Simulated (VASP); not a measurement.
# SrTiC2 (P4/mmm) in VASP: reference runs

Reference runs on SrTiC2: the cell as given.

Everything below comes from runs of VASP 6.6.1. Logs are shortened: lines on timing, memory, paths and dates and some standing lists are left out, and cuts for length are marked.

## 1. Starting point

Symmetry: P4/mmm, No. 123, tetragonal system. The conventional cell has a = 3.378 Å, b = 3.378 Å, c = 5.030 Å, α = 90.00°, β = 90.00°, γ = 90.00°. Sr (site symmetry 4/mmm) is surrounded by 6 C at 2.39 to 2.52 Å. Ti (site symmetry 4/mmm) has 6 C at 2.39 to 2.52 Å as nearest neighbours. C (site symmetry 4/mmm) is surrounded by 4 Sr at 2.39 Å and 2 Ti at 2.52 Å. C (site symmetry 4/mmm) is surrounded by 4 Ti at 2.39 Å and 2 Sr at 2.52 Å.

The cell was built by a generator and needn't be a form met in nature.

## 2. Single point, PBE

Contents of INCAR:

```
  PREC = Accurate
  ENCUT = 520
  EDIFF = 1E-7
  ISMEAR = -1
  SIGMA = 0.05
  LREAL = F
  LASPH = T
  NELM = 80
  ALGO = Normal
  ISIF = 2
  LWAVE = F
  LCHARG = T
  GGA = PE
  LELF = T
  LVHAR = T
  NBANDS = 23
```

Contents of KPOINTS:

```
Automatic mesh
0
Gamma
  8 8 5
```

Contents of POSCAR:

```
SrTiC2
1.0
    3.3782600000      0.0000000000      0.0000000000
    0.0000000000      3.3782600000      0.0000000000
    0.0000000000      0.0000000000      5.0301400000
Sr Ti C
1 1 2
Direct
    0.5000000000      0.5000000000      0.5000000000
    0.0000000000      0.0000000000      0.0000000000
    0.0000000000      0.0000000000      0.5000000000
    0.5000000000      0.5000000000      0.0000000000
```

Potentials or basis: VASP PAW PBE potentials, release 64 (Sr_sv, Ti_sv, C).

On the command line:

```bash
cat potpaw_PBE.64/Sr_sv/POTCAR potpaw_PBE.64/Ti_sv/POTCAR potpaw_PBE.64/C/POTCAR > POTCAR
mpirun -np 1 vasp_std > vasp.out
```

OUTCAR:

```text
PREC = Accurate
   ENCUT = 520
   EDIFF = 1E-7
   ISMEAR = -1
   LREAL = F
   LASPH = T
   NELM = 80
   ISIF = 2
   GGA = PE

 ion  position               nearest neighbor table
   1  0.500  0.500  0.500-   3 2.39   3 2.39   3 2.39   3 2.39   4 2.52   4 2.52   2 3.47   2 3.47
                             2 3.47   2 3.47   2 3.47   2 3.47   2 3.47   2 3.47
   2  0.000  0.000  0.000-   4 2.39   4 2.39   4 2.39   4 2.39   1 3.47   1 3.47   1 3.47   1 3.47
                             1 3.47   1 3.47   1 3.47   1 3.47
   3  0.000  0.000  0.500-   1 2.39   1 2.39   1 2.39   1 2.39
   4  0.500  0.500  0.000-   2 2.39   2 2.39   2 2.39   2 2.39   1 2.52   1 2.52

  LATTYP: Found a simple tetragonal cell.
 ALAT       =     3.3782600000
 C/A-ratio  =     1.4889736136

  Lattice vectors:

 A1 = (   3.3782600000,   0.0000000000,   0.0000000000)
 A2 = (   0.0000000000,   3.3782600000,   0.0000000000)
 A3 = (   0.0000000000,   0.0000000000,   5.0301400000)

Analysis of symmetry for initial positions (statically):
=====================================================================
 Subroutine PRICEL returns:
 Original cell was already a primitive cell.

 Routine SETGRP: Setting up the symmetry group for a
 simple tetragonal supercell.

 Subroutine GETGRP returns: Found 16 space group operations
 (whereof 16 operations were pure point group operations)
 out of a pool of 16 trial point group operations.

The static configuration has the point symmetry D_4h.

Analysis of symmetry for dynamics (positions and initial velocities):
=====================================================================
 Subroutine PRICEL returns:
 Original cell was already a primitive cell.

 Routine SETGRP: Setting up the symmetry group for a
 simple tetragonal supercell.

 Subroutine GETGRP returns: Found 16 space group operations
 (whereof 16 operations were pure point group operations)
 out of a pool of 16 trial point group operations.

The dynamic configuration has the point symmetry D_4h.

 Subroutine INISYM returns: Found 16 space group operations
 (whereof 16 operations are pure point group operations),
 and found     1 'primitive' translations

----------------------------------------------------------------------------------------

                                     Primitive cell

  volume of cell :      57.4072

  direct lattice vectors                    reciprocal lattice vectors
     3.378260000  0.000000000  0.000000000     0.296010372  0.000000000  0.000000000
     0.000000000  3.378260000  0.000000000     0.000000000  0.296010372  0.000000000
     0.000000000  0.000000000  5.030140000     0.000000000  0.000000000  0.198801624

  length of vectors
     3.378260000  3.378260000  5.030140000     0.296010372  0.296010372  0.198801624

  position of ions in fractional coordinates (direct lattice)
     0.500000000  0.500000000  0.500000000
     0.000000000  0.000000000  0.000000000
     0.000000000  0.000000000  0.500000000
     0.500000000  0.500000000  0.000000000

  ion indices of the primitive-cell ions
   primitive index   ion index
                 1           1
                 2           2
                 3           3
                 4           4

----------------------------------------------------------------------------------------

 KPOINTS: Automatic mesh

Automatic generation of k-mesh.
 Grid dimensions read from file:
 generate k-points for:    8    8    5

 Generating k-lattice:

  Cartesian coordinates                     Fractional coordinates (reciprocal lattice)
     0.037001297  0.000000000  0.000000000     0.125000000  0.000000000  0.000000000
     0.000000000  0.037001297  0.000000000     0.000000000  0.125000000  0.000000000
     0.000000000  0.000000000  0.039760325     0.000000000  0.000000000  0.200000000

  Length of vectors
     0.037001297  0.037001297  0.039760325

  Shift w.r.t. Gamma in fractional coordinates (k-lattice)
     0.000000000  0.000000000  0.000000000

 Subroutine IBZKPT returns following result:
 ===========================================

 Found     45 irreducible k-points:

 Following reciprocal coordinates:
            Coordinates               Weight
  0.000000  0.000000  0.000000      1.000000
  0.125000  0.000000  0.000000      4.000000
  0.250000  0.000000  0.000000      4.000000
  0.375000  0.000000  0.000000      4.000000
  0.500000  0.000000  0.000000      2.000000
  0.125000  0.125000  0.000000      4.000000
[... 16 lines left out ...]
  0.375000  0.125000  0.200000     16.000000
  0.500000  0.125000  0.200000      8.000000
 [... further k-points ...]
   k-points           NKPTS =     45   k-points in BZ     NKDIM =     45   number of bands    NBANDS=     23
   number of dos      NEDOS =    301   number of ions     NIONS =      4
   total plane-waves  NPLWV =  31360
   dimension x,y,z NGX =    28 NGY =   28 NGZ =   40
   dimension x,y,z NGXF=    56 NGYF=   56 NGZF=   80
   ions per type =               1   1   2
   NGX,Y,Z   is equivalent  to a cutoff of  13.78, 13.78, 13.22 a.u.
   NGXF,Y,Z  is equivalent  to a cutoff of  27.56, 27.56, 26.44 a.u.
 SYSTEM =  unknown system
   PREC   = accura    normal or accurate (medium, high low for compatibility)
   ISTART =      0    job   : 0-new  1-cont  2-samecut
   ICHARG =      2    charge: 1-file 2-atom 10-const
   ISPIN  =      1    spin polarized calculation?
   LNONCOLLINEAR =      F non collinear calculations
   LSORBIT =      F    spin-orbit coupling
   LASPH  =      T    aspherical Exc in radial PAW
   ENCUT  =  520.0 eV  38.22 Ry    6.18 a.u.   6.28  6.28  9.35*2*pi/ulx,y,z
   NELM   =     80;   NELMIN=  2; NELMDL= -5     # of ELM steps
   EDIFF  = 0.1E-06   stopping-criterion for ELM
   LREAL  =      F    real-space projection
   EDIFFG = 0.1E-05   stopping-criterion for IOM
   NSW    =      0    number of steps for IOM
   IBRION =     -1    ionic relax: 0-MD 1-quasi-New 2-CG
   NFREE  =      0    steps in history (QN), initial steepest desc. (CG)
   ISIF   =      2    stress and relaxation
   ISYM   =      2    0-nonsym 1-usesym 2-fastsym
   POTIM  = 0.5000    time-step for ionic-motion
   TEBEG  =    0.0;   TEEND  =   0.0 temperature during run
   PSTRESS=    0.0 pullay stress
   NELECT =      30.0000    total number of electrons
   NUPDOWN=      -1.0000    fix difference up-down
   EMIN   =  10.00;   EMAX   =-10.00  energy-range for DOS
   EFERMI =   0.00;   METHOD = LEGACY
   ISMEAR =    -1;   SIGMA  =   0.05  broadening in eV -4-tet -1-fermi 0-gaus
   EFERMI_NEDOS =   21; number of points for ismear=-14 and -15
   IALGO  =     38    algorithm
   IMIX   =      4    mixing-type and parameters
     AMIX     =   0.40;   BMIX     =  1.00
     AMIX_MAG =   1.60;   BMIX_MAG =  1.00
  volume/ion in A,a.u.               =      14.35        96.85
  Fermi-wavevector in a.u.,A,eV,Ry     =   1.318641  2.491870 23.657995  1.738814
  Thomas-Fermi vector in A             =   2.448596
   LORBIT       =      0    0 simple, 1 ext, 2 COOP (PROOUT), +10 PAW based schemes
   GGA     = PE    functional components
   LHFCALC =     F    Hartree Fock is set to
   AEXX    =    0.0000 exact exchange contribution
   IVDW    =     0    specifies the selected vdW correction
   LEPSILON=     F    determine dielectric tensor
   LRPA    =     F    only Hartree local field effects (RPA)
 non-spin polarized calculation
  energy-cutoff  :      520.00
  volume of cell :       57.41
 maximum number of plane-waves:      1562
 NGX is ok and might be reduce to    28
   NGX = 13   NGY = 13   NGZ = 19

 number of electron      30.0000003 magnetization

 Free energy of the ion-electron system (eV)
  ---------------------------------------------------
  ext. energy  EPLUGINS =         0.00000000
  ---------------------------------------------------
  free energy    TOTEN  =       -24.20352975 eV

  energy without entropy =      -24.17092595  energy(sigma->0) =      -24.18722785

 E-fermi :   4.8019     XC(G=0): -11.0817

 val. band max:        4.7966864723   @ k =   0.3750   0.2500   0.4000
 cond. band min:       4.8159010752   @ k =   0.5000   0.5000   0.0000
 fundamental gap:      0.0192146029
 Fermi energy:         4.8019034867

 k-point     1 :       0.0000    0.0000    0.0000
  band No.  band energies     occupation
      1     -52.1778      2.00000
      2     -28.4396      2.00000
      3     -28.3011      2.00000
      4     -28.3011      2.00000
      5     -27.7968      2.00000
      6     -10.1880      2.00000
[... 15 lines left out ...]
     22       8.0997      0.00000
     23      11.3762      0.00000

 k-point     2 :       0.1250    0.0000    0.0000
  band No.  band energies     occupation
      1     -52.1769      2.00000
      2     -28.4384      2.00000
      3     -28.3148      2.00000
      4     -28.2996      2.00000
      5     -27.7782      2.00000
      6     -10.1638      2.00000
[... 15 lines left out ...]
     22       8.7918      0.00000
     23      11.8812      0.00000

 k-point     3 :       0.2500    0.0000    0.0000
  band No.  band energies     occupation
      1     -52.1748      2.00000
      2     -28.4356      2.00000
      3     -28.3471      2.00000
      4     -28.2960      2.00000
      5     -27.7335      2.00000
      6     -10.6707      2.00000
[... 15 lines left out ...]
     22      10.3032      0.00000
     23      12.1206      0.00000

 k-point     4 :       0.3750    0.0000    0.0000
  band No.  band energies     occupation
      1     -52.1726      2.00000
      2     -28.4327      2.00000
      3     -28.3788      2.00000
      4     -28.2924      2.00000
      5     -27.6887      2.00000
      6     -11.1800      2.00000
[... 15 lines left out ...]
     22      11.8792      0.00000
     23      12.2019      0.00000

 k-point     5 :       0.5000    0.0000    0.0000
  band No.  band energies     occupation
      1     -52.1717      2.00000
      2     -28.4316      2.00000
      3     -28.3918      2.00000
      4     -28.2909      2.00000
      5     -27.6701      2.00000
      6     -11.3713      2.00000
[... 15 lines left out ...]
     22      11.7982      0.00000
     23      12.9154      0.00000

 k-point     6 :       0.1250    0.1250    0.0000
  band No.  band energies     occupation
      1     -52.1760      2.00000
      2     -28.4372      2.00000
      3     -28.3145      2.00000
      4     -28.3115      2.00000
      5     -27.7603      2.00000
      6     -10.1399      2.00000
[... 15 lines left out ...]
     22       9.4139      0.00000
     23      12.1163      0.00000

 k-point     7 :       0.2500    0.1250    0.0000
  band No.  band energies     occupation
      1     -52.1739      2.00000
      2     -28.4344      2.00000
      3     -28.3449      2.00000
      4     -28.3087      2.00000
      5     -27.7169      2.00000
      6     -10.6209      2.00000
[... 353 lines left out ...]
     22      11.9974      0.00000
     23      12.6585      0.00000

 k-point    21 :       0.1250    0.1250    0.2000
  band No.  band energies     occupation
      1     -52.1760      2.00000
      2     -28.4413      2.00000
      3     -28.3137      2.00000
      4     -28.3115      2.00000
      5     -27.7564      2.00000
      6     -10.2257      2.00000
[... 15 lines left out ...]
     22       9.3225      0.00000
     23      12.3039      0.00000

 k-point    22 :       0.2500    0.1250    0.2000
  band No.  band energies     occupation
      1     -52.1739      2.00000
      2     -28.4369      2.00000
      3     -28.3438      2.00000
      4     -28.3085      2.00000
      5     -27.7156      2.00000
      6     -10.6132      2.00000
[... 15 lines left out ...]
     22      10.7151      0.00000
     23      11.8776      0.00000

 k-point    23 :       0.3750    0.1250    0.2000
  band No.  band energies     occupation
      1     -52.1717      2.00000
      2     -28.4326      2.00000
      3     -28.3744      2.00000
      4     -28.3045      2.00000
      5     -27.6742      2.00000
      6     -11.0983      2.00000
[... 15 lines left out ...]
     22      11.7621      0.00000
     23      12.4661      0.00000

 k-point    24 :       0.5000    0.1250    0.2000
  band No.  band energies     occupation
      1     -52.1709      2.00000
      2     -28.4309      2.00000
      3     -28.3870      2.00000
      4     -28.3029      2.00000
      5     -27.6569      2.00000
      6     -11.2830      2.00000
[... 15 lines left out ...]
     22      11.7904      0.00000
     23      12.3613      0.00000

 [... further k-points ...]

------------------------ aborting loop because EDIFF is reached ----------------------------------------

  FORCE on cell =-STRESS in cart. coord.  units (eV):
  Direction    XX          YY          ZZ          XY          YZ          ZX
  --------------------------------------------------------------------------------------
  -------------------------------------------------------------------------------------
  Total        0.2082078      0.2082078      0.2495434      0.0000000      0.0000000      0.0000000
  in kB        5.8108740      5.8108740      6.9645090      0.0000000      0.0000000      0.0000000
  external PRESSURE =       6.1954190 kB  Pullay stress =       0.0000000 kB

 VOLUME and BASIS-vectors are now :
 -----------------------------------------------------------------------------
  energy-cutoff  :      520.00
  volume of cell :       57.41
      direct lattice vectors                 reciprocal lattice vectors
     3.378260000  0.000000000  0.000000000     0.296010372  0.000000000  0.000000000
     0.000000000  3.378260000  0.000000000     0.000000000  0.296010372  0.000000000
     0.000000000  0.000000000  5.030140000     0.000000000  0.000000000  0.198801624

 POSITION                                       TOTAL-FORCE (eV/Angst)
 -----------------------------------------------------------------------------------
      1.68913      1.68913      2.51507         0.000000      0.000000      0.000000
      0.00000      0.00000      0.00000         0.000000      0.000000      0.000000
      0.00000      0.00000      2.51507         0.000000      0.000000      0.000000
      1.68913      1.68913      0.00000         0.000000      0.000000      0.000000
 -----------------------------------------------------------------------------------
    total drift:                                0.000000      0.000000      0.000000

  FREE ENERGIE OF THE ION-ELECTRON SYSTEM (eV)
  ---------------------------------------------------
  free  energy   TOTEN  =       -24.2035297515 eV

  energy  without entropy=      -24.1709259494  energy(sigma->0) =      -24.18722785
```

Wall time 2.1 min (1 thread of AMD EPYC 7R43 (Zen 3), shared host); peak memory 0.17 GiB.

Results:

```
Free energy            : -24.2035 eV
Pressure               : 0.6 GPa
Band gap on the k mesh : none (metal or under the smearing width)
```

Levels at points of the mesh, in eV from the Fermi level:
```csv
k point,band 12,band 13,band 14,band 15,band 16,band 17,band 18,band 19
"(0.00, 0.00, 0.00)",-0.10,0.80,0.80,1.48,1.48,1.56,1.72,1.72
"(0.50, 0.00, 0.00)",-2.09,-1.64,-1.47,-1.01,-0.62,1.77,2.29,3.01
"(0.50, 0.50, 0.00)",-1.49,-0.20,0.01,0.01,1.48,1.53,1.53,2.24
```
